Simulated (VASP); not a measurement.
# NaWO3 (Pm-3m) in VASP: a series of runs

One crystal, NaWO3, is run at these levels: LDA+U; tasks: single point.

Program: VASP 6.6.1. These are calculated values, not measurements. Logs are shortened: lines on timing, memory, paths and dates and some standing lists are left out, and cuts for length are marked.

### 1 Starting point

It takes space group Pm-3m (No. 221, cubic). Conventional cell: a = 3.850 Å, b = 3.850 Å, c = 3.850 Å, α = 90.00°, β = 90.00°, γ = 90.00°. Around Na (site symmetry m-3m) lie 12 O at 2.72 Å. W (site symmetry m-3m) is surrounded by 6 O at 1.92 Å. O (site symmetry 4/mmm) has 2 W at 1.92 Å as nearest neighbours.

The cell comes from a database or a generator and needn't be the stable form of this composition.

### 2 Single point, LDA+U, collinear spin, typed start

File INCAR:

```
ALGO = Normal ; EDIFF = 1E-7
ENCUT = 520 ; GGA = CA
ISIF = 2 ; ISMEAR = 0
ISPIN = 2 ; LASPH = T
LCHARG = F ; LDAU = T
LDAUJ = 0 0 0 ; LDAUL = -1 2 -1
LDAUPRINT = 1 ; LDAUTYPE = 2
LDAUU = 0 6 0 ; LMAXMIX = 4
LORBIT = 11 ; LREAL = F
LWAVE = F ; MAGMOM = 0 1 0 0 0
NBANDS = 32 ; NELM = 150
PREC = Accurate ; SIGMA = 0.05
```

File KPOINTS:

```
k-points
0
Gamma
  5 5 5
```

File POSCAR:

```
NaWO3
1.0
    3.8499971900      0.0000000000      0.0000000000
    0.0000000000      3.8499971900      0.0000000000
    0.0000000000      0.0000000000      3.8499971900
Na W O
1 1 3
Direct
    0.0000000000      0.0000000000      0.0000000000
    0.5000000000      0.5000000000      0.5000000000
    0.0000000000      0.5000000000      0.5000000000
    0.5000000000      0.5000000000      0.0000000000
    0.5000000000      0.0000000000      0.5000000000
```

Potentials or basis: VASP PAW LDA potentials, release 64 (Na_pv, W_sv, O).

On the command line:

```bash
$ cat potpaw_LDA.64/Na_pv/POTCAR potpaw_LDA.64/W_sv/POTCAR potpaw_LDA.64/O/POTCAR > POTCAR
$ mpirun -np 1 vasp_std > vasp.out
```

OUTCAR:

```text
EDIFF = 1E-7
   ENCUT = 520
   GGA = CA
   ISIF = 2
   ISMEAR = 0
   ISPIN = 2
   LASPH = T
   LORBIT = 11
   LREAL = F
   NELM = 150
   PREC = Accurate

 ion  position               nearest neighbor table
   1  0.000  0.000  0.000-
   2  0.500  0.500  0.500-   3 1.92   4 1.92   5 1.92   4 1.92   5 1.92   3 1.92
   3  0.000  0.500  0.500-   2 1.92   2 1.92
   4  0.500  0.500  0.000-   2 1.92   2 1.92
   5  0.500  0.000  0.500-   2 1.92   2 1.92

  LATTYP: Found a simple cubic cell.
 ALAT       =     3.8499971900

  Lattice vectors:

 A1 = (   3.8499971900,   0.0000000000,   0.0000000000)
 A2 = (   0.0000000000,   3.8499971900,   0.0000000000)
 A3 = (   0.0000000000,   0.0000000000,   3.8499971900)

Analysis of symmetry for initial positions (statically):
=====================================================================
 Subroutine PRICEL returns:
 Original cell was already a primitive cell.

 Routine SETGRP: Setting up the symmetry group for a
 simple cubic supercell.

 Subroutine GETGRP returns: Found 48 space group operations
 (whereof 48 operations were pure point group operations)
 out of a pool of 48 trial point group operations.

The static configuration has the point symmetry O_h .

Analysis of symmetry for dynamics (positions and initial velocities):
=====================================================================
 Subroutine PRICEL returns:
 Original cell was already a primitive cell.

 Routine SETGRP: Setting up the symmetry group for a
 simple cubic supercell.

 Subroutine GETGRP returns: Found 48 space group operations
 (whereof 48 operations were pure point group operations)
 out of a pool of 48 trial point group operations.

The dynamic configuration has the point symmetry O_h .

Analysis of structural, dynamic, and magnetic symmetry:
=====================================================================
 Subroutine PRICEL returns:
 Original cell was already a primitive cell.

 Routine SETGRP: Setting up the symmetry group for a
 simple cubic supercell.

 Subroutine GETGRP returns: Found 48 space group operations
 (whereof 48 operations were pure point group operations)
 out of a pool of 48 trial point group operations.

The overall configuration has the point symmetry O_h .

 Subroutine INISYM returns: Found 48 space group operations
 (whereof 48 operations are pure point group operations),
 and found     1 'primitive' translations

----------------------------------------------------------------------------------------

                                     Primitive cell

  volume of cell :      57.0665

  direct lattice vectors                    reciprocal lattice vectors
     3.849997190  0.000000000  0.000000000     0.259740449  0.000000000  0.000000000
     0.000000000  3.849997190  0.000000000     0.000000000  0.259740449  0.000000000
     0.000000000  0.000000000  3.849997190     0.000000000  0.000000000  0.259740449

  length of vectors
     3.849997190  3.849997190  3.849997190     0.259740449  0.259740449  0.259740449

  position of ions in fractional coordinates (direct lattice)
     0.000000000  0.000000000  0.000000000
     0.500000000  0.500000000  0.500000000
     0.000000000  0.500000000  0.500000000
     0.500000000  0.500000000  0.000000000
     0.500000000  0.000000000  0.500000000

  ion indices of the primitive-cell ions
   primitive index   ion index
                 1           1
                 2           2
                 3           3
                 4           4
                 5           5

----------------------------------------------------------------------------------------

 KPOINTS: k-points

Automatic generation of k-mesh.
 Grid dimensions read from file:
 generate k-points for:    5    5    5

 Generating k-lattice:

  Cartesian coordinates                     Fractional coordinates (reciprocal lattice)
     0.051948090  0.000000000  0.000000000     0.200000000  0.000000000  0.000000000
     0.000000000  0.051948090  0.000000000     0.000000000  0.200000000  0.000000000
     0.000000000  0.000000000  0.051948090     0.000000000  0.000000000  0.200000000

  Length of vectors
     0.051948090  0.051948090  0.051948090
[... 27 lines left out ...]
   NGX,Y,Z   is equivalent  to a cutoff of  12.95, 12.95, 12.95 a.u.
   NGXF,Y,Z  is equivalent  to a cutoff of  25.91, 25.91, 25.91 a.u.
 SYSTEM =  unknown system
   PREC   = accura    normal or accurate (medium, high low for compatibility)
   ISTART =      0    job   : 0-new  1-cont  2-samecut
   ICHARG =      2    charge: 1-file 2-atom 10-const
   ISPIN  =      2    spin polarized calculation?
   LNONCOLLINEAR =      F non collinear calculations
   LSORBIT =      F    spin-orbit coupling
   LASPH  =      T    aspherical Exc in radial PAW
   ENCUT  =  520.0 eV  38.22 Ry    6.18 a.u.   7.16  7.16  7.16*2*pi/ulx,y,z
   NELM   =    150;   NELMIN=  2; NELMDL= -5     # of ELM steps
   EDIFF  = 0.1E-06   stopping-criterion for ELM
   LREAL  =      F    real-space projection
   EDIFFG = 0.1E-05   stopping-criterion for IOM
   NSW    =      0    number of steps for IOM
   IBRION =     -1    ionic relax: 0-MD 1-quasi-New 2-CG
   NFREE  =      0    steps in history (QN), initial steepest desc. (CG)
   ISIF   =      2    stress and relaxation
   ISYM   =      2    0-nonsym 1-usesym 2-fastsym
   POTIM  = 0.5000    time-step for ionic-motion
   TEBEG  =    0.0;   TEEND  =   0.0 temperature during run
   PSTRESS=    0.0 pullay stress
   NELECT =      39.0000    total number of electrons
   NUPDOWN=      -1.0000    fix difference up-down
   EMIN   =  10.00;   EMAX   =-10.00  energy-range for DOS
   EFERMI =   0.00;   METHOD = LEGACY
   ISMEAR =     0;   SIGMA  =   0.05  broadening in eV -4-tet -1-fermi 0-gaus
   EFERMI_NEDOS =   21; number of points for ismear=-14 and -15
   IALGO  =     38    algorithm
   IMIX   =      4    mixing-type and parameters
     AMIX     =   0.40;   BMIX     =  1.00
     AMIX_MAG =   1.60;   BMIX_MAG =  1.00
  volume/ion in A,a.u.               =      11.41        77.02
  Fermi-wavevector in a.u.,A,eV,Ry     =   1.442013  2.725010 28.291989  2.079403
  Thomas-Fermi vector in A             =   2.560581
   LORBIT       =     11    0 simple, 1 ext, 2 COOP (PROOUT), +10 PAW based schemes
 LDA+U is selected, type is set to LDAUTYPE =  2
   angular momentum for each species LDAUL =    -1    2   -1
   U (eV)           for each species LDAUU =   0.0  6.0  0.0
   J (eV)           for each species LDAUJ =   0.0  0.0  0.0
   GGA     = CA    functional components
   LHFCALC =     F    Hartree Fock is set to
   AEXX    =    0.0000 exact exchange contribution
   IVDW    =     0    specifies the selected vdW correction
   LEPSILON=     F    determine dielectric tensor
   LRPA    =     F    only Hartree local field effects (RPA)
 spin polarized calculation
 Gauss-broadening in eV      SIGMA  =   0.05
  energy-cutoff  :      520.00
  volume of cell :       57.07
 maximum number of plane-waves:      1551
 NGX is ok and might be reduce to    30
   NGX = 15   NGY = 15   NGZ = 15

atom =   2  type =  2  l = 2

 onsite density matrix

spin component  1

  0.4073  0.0000  0.0000 -0.0000 -0.0000
  0.0000  0.4073  0.0000  0.0000 -0.0000
  0.0000  0.0000  0.3354  0.0000  0.0000
 -0.0000  0.0000  0.0000  0.4073  0.0000
 -0.0000 -0.0000  0.0000  0.0000  0.3354

spin component  2

  0.1862 -0.0000  0.0000  0.0000 -0.0000
 -0.0000  0.1862  0.0000 -0.0000 -0.0000
  0.0000  0.0000  0.3273 -0.0000  0.0000
  0.0000 -0.0000 -0.0000  0.1862  0.0000
 -0.0000 -0.0000  0.0000  0.0000  0.3273

 occupancies and eigenvectors

  o =  0.1862  v =  0.0000  0.0000  0.0000  0.0000  0.0000  1.0000  0.0000  0.0000  0.0000  0.0000      0.0000  0.0000  0.0000  0.0000  0.0000  0.0000  0.0000  0.0000  0.0000  0.0000
  o =  0.1862  v =  0.0000  0.0000  0.0000  0.0000  0.0000  0.0000 -0.9983 -0.0000  0.0576  0.0000      0.0000  0.0000  0.0000  0.0000  0.0000  0.0000  0.0000  0.0000  0.0000  0.0000
  o =  0.1862  v =  0.0000  0.0000  0.0000  0.0000  0.0000  0.0000  0.0576  0.0000  0.9983 -0.0000      0.0000  0.0000  0.0000  0.0000  0.0000  0.0000  0.0000  0.0000  0.0000  0.0000
  o =  0.3273  v =  0.0000  0.0000  0.0000  0.0000  0.0000  0.0000  0.0000 -0.9999  0.0000  0.0164      0.0000  0.0000  0.0000  0.0000  0.0000  0.0000  0.0000  0.0000  0.0000  0.0000
  o =  0.3273  v =  0.0000  0.0000  0.0000  0.0000  0.0000  0.0000 -0.0000 -0.0164 -0.0000 -0.9999      0.0000  0.0000  0.0000  0.0000  0.0000  0.0000  0.0000  0.0000  0.0000  0.0000
  o =  0.3354  v =  0.0000  0.0000 -1.0000 -0.0000  0.0002  0.0000  0.0000  0.0000  0.0000  0.0000      0.0000  0.0000  0.0000  0.0000  0.0000  0.0000  0.0000  0.0000  0.0000  0.0000
  o =  0.3354  v =  0.0000  0.0000 -0.0002  0.0000 -1.0000  0.0000  0.0000  0.0000  0.0000  0.0000      0.0000  0.0000  0.0000  0.0000  0.0000  0.0000  0.0000  0.0000  0.0000  0.0000
  o =  0.4073  v =  1.0000  0.0000  0.0000  0.0000  0.0000  0.0000  0.0000  0.0000  0.0000  0.0000      0.0000  0.0000  0.0000  0.0000  0.0000  0.0000  0.0000  0.0000  0.0000  0.0000
  o =  0.4073  v =  0.0000  0.1553 -0.0000  0.9879  0.0000  0.0000  0.0000  0.0000  0.0000  0.0000      0.0000  0.0000  0.0000  0.0000  0.0000  0.0000  0.0000  0.0000  0.0000  0.0000
  o =  0.4073  v =  0.0000 -0.9879 -0.0000  0.1553 -0.0000  0.0000  0.0000  0.0000  0.0000  0.0000      0.0000  0.0000  0.0000  0.0000  0.0000  0.0000  0.0000  0.0000  0.0000  0.0000

 number of electron      39.0000030 magnetization       0.7599663

 Free energy of the ion-electron system (eV)
  ---------------------------------------------------
  ext. energy  EPLUGINS =         0.00000000
  ---------------------------------------------------
  free energy    TOTEN  =       -37.11491260 eV

  energy without entropy =      -37.11185301  energy(sigma->0) =      -37.11338281

 E-fermi :   6.3525     XC(G=0): -11.4810

 val. band max:        6.3401118971   @ k =   0.4000   0.2000   0.2000
 cond. band min:       6.4279929615   @ k =   0.2000   0.2000   0.2000
 fundamental gap:      0.0878810643
 Fermi energy:         6.3525156090

 spin component 1

 k-point     1 :       0.0000    0.0000    0.0000
  band No.  band energies     occupation
      1     -70.4695      1.00000
      2     -35.0232      1.00000
      3     -35.0232      1.00000
      4     -35.0232      1.00000
      5     -18.3302      1.00000
      6     -18.3302      1.00000
[... 329 lines left out ...]
     30      16.6057      0.00000
     31      17.3307      0.00000
 Fermi energy:         6.3525156090

 spin component 2

 k-point     1 :       0.0000    0.0000    0.0000
  band No.  band energies     occupation
      1     -70.1608      1.00000
      2     -34.6380      1.00000
      3     -34.6380      1.00000
      4     -34.6380      1.00000
      5     -18.3299      1.00000
      6     -18.3299      1.00000
[... 329 lines left out ...]
     30      16.7284      0.00000
     31      17.4912      0.00000
 [bands above 31 left out]

------------------------ aborting loop because EDIFF is reached ----------------------------------------

  FORCE on cell =-STRESS in cart. coord.  units (eV):
  Direction    XX          YY          ZZ          XY          YZ          ZX
  --------------------------------------------------------------------------------------
  -------------------------------------------------------------------------------------
  Total        2.9566076      2.9566076      2.9566076      0.0000000      0.0000000      0.0000000
  in kB       83.0085885     83.0085885     83.0085885      0.0000000      0.0000000      0.0000000
  external PRESSURE =      83.0085885 kB  Pullay stress =       0.0000000 kB

 VOLUME and BASIS-vectors are now :
 -----------------------------------------------------------------------------
  energy-cutoff  :      520.00
  volume of cell :       57.07
      direct lattice vectors                 reciprocal lattice vectors
     3.849997190  0.000000000  0.000000000     0.259740449  0.000000000  0.000000000
     0.000000000  3.849997190  0.000000000     0.000000000  0.259740449  0.000000000
     0.000000000  0.000000000  3.849997190     0.000000000  0.000000000  0.259740449

 POSITION                                       TOTAL-FORCE (eV/Angst)
 -----------------------------------------------------------------------------------
      0.00000      0.00000      0.00000         0.000000      0.000000      0.000000
      1.92500      1.92500      1.92500         0.000000      0.000000      0.000000
      0.00000      1.92500      1.92500         0.000000      0.000000      0.000000
      1.92500      1.92500      0.00000         0.000000      0.000000      0.000000
      1.92500      0.00000      1.92500         0.000000      0.000000      0.000000
 -----------------------------------------------------------------------------------
    total drift:                                0.000000      0.000000     -0.000000

  FREE ENERGIE OF THE ION-ELECTRON SYSTEM (eV)
  ---------------------------------------------------
  free  energy   TOTEN  =       -37.1149126036 eV

  energy  without entropy=      -37.1118530099  energy(sigma->0) =      -37.11338281

 total charge

# of ion       s       p       d       tot
------------------------------------------
    1        0.036   5.974   0.000   6.009
    2        2.382   6.542   3.047  11.971
    3        1.552   3.537   0.000   5.089
    4        1.552   3.537   0.000   5.089
    5        1.552   3.537   0.000   5.089
--------------------------------------------------
tot          7.074  23.125   3.047  33.247

 magnetization (x)

# of ion       s       p       d       tot
------------------------------------------
    1        0.000  -0.000   0.000   0.000
    2        0.005   0.006   0.674   0.686
    3       -0.001  -0.011   0.000  -0.012
    4       -0.001  -0.011   0.000  -0.012
    5       -0.001  -0.011   0.000  -0.012
--------------------------------------------------
tot          0.003  -0.028   0.674   0.649
```

Wall time 68 s (1 thread of Intel Xeon Platinum 8375C at 2.90GHz (Ice Lake), shared host); peak memory 0.17 GiB.

Results:

| Quantity | Value |
| --- | --- |
| Free energy | -37.1149 eV |
| Pressure | 8.3 GPa |
| Band gap on the k mesh | none (metal or under the smearing width) |
| Net moment | 0.76 μB per cell |
| Site moments | Na +0.00; W +0.69; O -0.01 μB |
| Valence electrons inside the program's atomic spheres | Na 6.01; W 11.97; O 5.09 |

Eigenvalues of the final occupation matrices:
| site | spin | trace | eigenvalues |
| --- | --- | --- | --- |
| site 2 d | 1 | 1.89 | 0.34 0.34 0.41 0.41 0.41 |
| site 2 d | 2 | 1.21 | 0.19 0.19 0.19 0.33 0.33 |

### 3 Single point, LDA+U, collinear spin, twin_end start

File INCAR:

```
PREC = Accurate
ENCUT = 520
EDIFF = 1E-6
ISMEAR = 0
SIGMA = 0.05
LREAL = F
LASPH = T
NELM = 150
ALGO = Normal
ISIF = 2
LWAVE = F
LCHARG = T
ISPIN = 2
MAGMOM = 0 0.59 -0.06 -0.06 -0.06
LORBIT = 11
LMAXMIX = 4
LDAU = T
LDAUTYPE = 2
LDAUL = -1 2 -1
LDAUU = 0 6 0
LDAUJ = 0 0 0
LDAUPRINT = 1
GGA = CA
LELF = T
LVHAR = T
NBANDS = 32
```

File KPOINTS:

```
Automatic mesh
0
Gamma
  5 5 5
```

POSCAR is that of step 2.

Potentials or basis: VASP PAW LDA potentials, release 64 (Na_pv, W_sv, O).

On the command line:

```bash
$ cat potpaw_LDA.64/Na_pv/POTCAR potpaw_LDA.64/W_sv/POTCAR potpaw_LDA.64/O/POTCAR > POTCAR
$ mpirun -np 1 vasp_std > vasp.out
```

It took 73 s on 1 thread of Intel Xeon Platinum 8375C at 2.90GHz (Ice Lake), shared host; peak memory 0.17 GiB.

The run converged. Its results:

| Item | Value |
| --- | --- |
| Free energy | -37.1149 eV |
| Pressure | 8.3 GPa |
| Band gap on the k mesh | none (metal or under the smearing width) |
| Net moment | 0.76 μB per cell |
| Site moments | Na +0.00; W +0.69; O -0.01 μB |
| Valence electrons inside the program's atomic spheres | Na 6.01; W 11.97; O 5.09 |

Levels at points of the mesh, in eV from the Fermi level:
Spin up:
```csv
k point,band 17,band 18,band 19,band 20,band 21,band 22,band 23,band 24
"(0.00, 0.00, 0.00)",-4.05,-4.05,-4.05,-2.08,-2.08,-2.08,1.84,3.41
```
Spin down:
```tsv
k point	band 17	band 18	band 19	band 20	band 21	band 22
(0.00, 0.00, 0.00)	-4.04	-4.04	-4.04	-0.55	-0.55	-0.55
```

Eigenvalues of the final occupation matrices:
```tsv
site	spin	trace	eigenvalues
site 2 d	1	1.89	0.34 0.34 0.41 0.41 0.41
site 2 d	2	1.21	0.19 0.19 0.19 0.33 0.33
```
